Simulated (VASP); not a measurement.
These are PBEsol GGA, VASP's PBE PAW potentials (set 64) (plane waves; VASP) values and carry that method's errors.

VASP ran on this input.

**INCAR**
```
SYSTEM = AlGa3P4
PREC = Accurate; ENCUT = 400; LREAL = F
LASPH = T; ICHARG = 11
EDIFF = 1E-7; NELM = 100; ALGO = Normal
LMAXMIX = 4
ISMEAR = 0; SIGMA = 0.05
GGA = PS
LWAVE = F; LCHARG = F; LORBIT = 11
```

POSCAR:
```
AlGa3P4
1.0
 -0.0008982429   5.4450544192   5.4419537334
  5.4450544192  -0.0008982429   5.4419537334
  2.7220780881   2.7220780881   0.0000000000
Ga P Al
3 4 1
Cartesian
  5.4441561763   5.4441561763  10.8834269194
  5.4443254985   8.1660649421   8.1631977168
  8.1660649421   5.4443254985   8.1631977168
  1.3610390438   1.3610390438   1.3600599949
  4.0848212174   1.3593349595   4.0799996072
  1.3593349595   4.0848212174   4.0799996072
  4.0831171325   4.0831171325   6.8039013047
  5.4441561757   5.4441561757   5.4438007325
```

File KPOINTS:
```
k-points along high-symmetry lines
8
Line-mode
Reciprocal
  0.000000   0.000000   0.000000 ! GAMMA
 -0.500000  -0.500000   0.000000 ! Y

 -0.500000  -0.500000   0.000000 ! Y
 -0.625000  -0.375000   0.000000 ! C_0

 -0.375000   0.375000   0.000000 ! SIGMA_0
  0.000000   0.000000   0.000000 ! GAMMA

  0.000000   0.000000   0.000000 ! GAMMA
  0.500000   0.500000   0.500000 ! Z

  0.500000   0.500000   0.500000 ! Z
  0.125000   0.875000   0.500000 ! A_0

 -0.125000   0.125000   0.500000 ! E_0
  0.000000   0.000000   0.500000 ! T

  0.000000   0.000000   0.500000 ! T
 -0.500000  -0.500000   0.000000 ! Y

  0.000000   0.000000   0.000000 ! GAMMA
 -0.500000   0.000000   0.000000 ! S

 -0.500000   0.000000   0.000000 ! S
  0.000000   0.500000   0.500000 ! R

  0.000000   0.500000   0.500000 ! R
  0.500000   0.500000   0.500000 ! Z

  0.500000   0.500000   0.500000 ! Z
  0.000000   0.000000   0.500000 ! T
```

POTCAR, in this order: Ga_d P Al (PBE.64 set). Program: vasp_std. Read from the step before: CHGCAR.

The resulting files:

OUTCAR:
```
 ion  position               nearest neighbor table
   1  1.000  1.000  0.000-   5 2.36   6 2.36   4 2.36   4 2.36
   2  1.000  0.500  1.000-   5 2.36   5 2.36   7 2.36   4 2.36
   3  0.500  1.000  1.000-   6 2.36   6 2.36   7 2.36   4 2.36
   4  0.125  0.125  0.250-   1 2.36   1 2.36   2 2.36   3 2.36
   5  0.125  0.625  0.250-   2 2.36   2 2.36   1 2.36   8 2.36
   6  0.625  0.125  0.250-   3 2.36   3 2.36   1 2.36   8 2.36
   7  0.625  0.625  0.250-   2 2.36   3 2.36   8 2.36   8 2.36
   8  0.500  0.500  1.000-   7 2.36   7 2.36   5 2.36   6 2.36
  LATTYP: Found a base centered orthorhombic cell.
 ALAT       =     7.7017401148
 B/A-ratio  =     1.4131751143
 C/A-ratio  =     0.4998350623
 Subroutine PRICEL returns:
 Original cell was already a primitive cell.
 Subroutine GETGRP returns: Found  4 space group operations
The static configuration has the point symmetry C_2v.
The dynamic configuration has the point symmetry C_2v.
 Subroutine INISYM returns: Found  4 space group operations
   k-points           NKPTS =     88   k-points in BZ     NKDIM =     88   number of bands    NBANDS=     37
   number of dos      NEDOS =    301   number of ions     NIONS =      8
   total plane-waves  NPLWV =  70000
   dimension x,y,z NGX =    50 NGY =   50 NGZ =   28
   dimension x,y,z NGXF=   100 NGYF=  100 NGZF=   56
   ions per type =               3   4   1
   PREC   = accura    normal or accurate (medium, high low for compatibility)
   ISTART =      0    job   : 0-new  1-cont  2-samecut
   ICHARG =     11    charge: 1-file 2-atom 10-const
   ISPIN  =      1    spin polarized calculation?
   LNONCOLLINEAR =      F non collinear calculations
   LSORBIT =      F    spin-orbit coupling
   INIWAV =      1    electr: 0-lowe 1-rand  2-diag
   ENCUT  =  400.0 eV  29.40 Ry    5.42 a.u.  12.55 12.55  6.28*2*pi/ulx,y,z
   NELM   =    100;   NELMIN=  2; NELMDL= -5     # of ELM steps
   EDIFF  = 0.1E-06   stopping-criterion for ELM
   LREAL  =      F    real-space projection
   NLSPLINE    = F    spline interpolate recip. space projectors
   LMAXMIX     =    4 max onsite mixed and CHGCAR
   VOSKOWN=      0    Vosko Wilk Nusair interpolation
   EDIFFG = 0.1E-05   stopping-criterion for IOM
   NSW    =      0    number of steps for IOM
   NBLOCK =      1;   KBLOCK =      1    inner block; outer block
   IBRION =     -1    ionic relax: 0-MD 1-quasi-New 2-CG
   NFREE  =      0    steps in history (QN), initial steepest desc. (CG)
   ISIF   =      2    stress and relaxation
   ISYM   =      2    0-nonsym 1-usesym 2-fastsym
   TEIN   =    0.0    initial temperature
   TEBEG  =    0.0;   TEEND  =   0.0 temperature during run
   SMASS  =  -3.00    Nose mass-parameter (am)
   PSTRESS=    0.0 pullay stress
   NELECT =      62.0000    total number of electrons
   EFERMI =   0.00;   METHOD = LEGACY
   ISMEAR =     0;   SIGMA  =   0.05  broadening in eV -4-tet -1-fermi 0-gaus
   IALGO  =     38    algorithm
   LDIAG  =      T    sub-space diagonalisation (order eigenvalues)
   IMIX   =      4    mixing-type and parameters
     AMIX     =   0.40;   BMIX     =  1.00
     AMIX_MAG =   1.60;   BMIX_MAG =  1.00
     AMIN     =   0.10
   GGA     = PS    functional components
   VOSKOWN =     0    Vosko Wilk Nusair interpolation
   LHFCALC =     F    Hartree Fock is set to
   LHFONE  =     F    Hartree Fock one center treatment
   AEXX    =    0.0000 exact exchange contribution
   IVDW    =     0    specifies the selected vdW correction
   LEPSILON=     F    determine dielectric tensor
   LRPA    =     F    only Hartree local field effects (RPA)
  energy-cutoff  :      400.00
  volume of cell :      161.35
      direct lattice vectors                 reciprocal lattice vectors
    -0.000898243  5.445054419  5.441953733    -0.091811301  0.091811301  0.091878767
     5.445054419 -0.000898243  5.441953733     0.091811301 -0.091811301  0.091878767
     2.722078088  2.722078088  0.000000000     0.183683195  0.183683195 -0.183757534
 k-point     1 :   0.0000 0.0000 0.0000  plane waves:    2973
 k-point     2 :  -0.0714-0.0714 0.0000  plane waves:    2941
...
```

File OSZICAR:
```
       N       E                     dE             d eps       ncg     rms          rms(c)
DAV:   1     0.449863594804E+03    0.44986E+03   -0.24728E+04  6826   0.194E+03
DAV:   2     0.263529785463E+02   -0.42351E+03   -0.41180E+03  7227   0.493E+02
DAV:   3    -0.354855555156E+02   -0.61839E+02   -0.58832E+02  7685   0.143E+02
DAV:   4    -0.389460613743E+02   -0.34605E+01   -0.34152E+01  8213   0.340E+01
DAV:   5    -0.390533933746E+02   -0.10733E+00   -0.10695E+00  8848   0.573E+00
DAV:   6    -0.390574183700E+02   -0.40250E-02   -0.40235E-02  9287   0.102E+00
DAV:   7    -0.390574998186E+02   -0.81449E-04   -0.81441E-04  8987   0.138E-01
DAV:   8    -0.390575026370E+02   -0.28184E-05   -0.28185E-05  9287   0.214E-02
DAV:   9    -0.390575027126E+02   -0.75624E-07   -0.75617E-07  6391   0.275E-03
   1 F= -.39057503E+02 E0= -.39057503E+02  d E =-.936928E-13
```

**OUTCAR**
```
 val. band max:        4.6094325944   @ k =   0.0000   0.0000   0.0000

 cond. band min:       6.0504551733   @ k =   0.0000   0.0000   0.5000



 k-point     1 :       0.0000    0.0000    0.0000
  band No.  band energies     occupation
      1      -9.9357      2.00000
      2      -9.8888      2.00000
      3      -9.8835      2.00000
      4      -9.8263      2.00000
      5      -9.8206      2.00000
      6      -9.8195      2.00000
      7      -9.8077      2.00000
      8      -9.7886      2.00000
      9      -9.7816      2.00000
     10      -9.7616      2.00000
     11      -9.7310      2.00000
     12      -9.7306      2.00000
     13      -9.7303      2.00000
     14      -9.7300      2.00000
     15      -9.7148      2.00000
     16      -7.7159      2.00000
     17      -5.7719      2.00000
     18      -5.6119      2.00000
     19      -4.8333      2.00000
     20      -2.0613      2.00000
     21      -1.9778      2.00000
     22      -1.4719      2.00000
     23       2.0245      2.00000
     24       2.0251      2.00000
     25       3.5371      2.00000
     26       3.5426      2.00000
     27       3.5764      2.00000
     28       3.5900      2.00000
     29       4.5972      2.00000
     30       4.6042      2.00000
     31       4.6094      2.00000
     32       6.1026      0.00000
     33       6.2576      0.00000
     34       6.2964      0.00000
     35       6.4237      0.00000
     36       7.2886      0.00000
     37       8.6026      0.00000

 k-point     2 :      -0.0714   -0.0714    0.0000
  band No.  band energies     occupation
      1      -9.9350      2.00000
      2      -9.8889      2.00000
      3      -9.8832      2.00000
      4      -9.8256      2.00000
      5      -9.8203      2.00000
      6      -9.8202      2.00000
      7      -9.8073      2.00000
      8      -9.7890      2.00000
      9      -9.7820      2.00000
     10      -9.7613      2.00000
     11      -9.7312      2.00000
     12      -9.7308      2.00000
...
```

The density is held fixed in this step, so its total energy and stress have no physical meaning.

The structure was generated: AlGa3P4 was put into an ordered model structure (Amm2), which need not be its known phase. It was relaxed first.
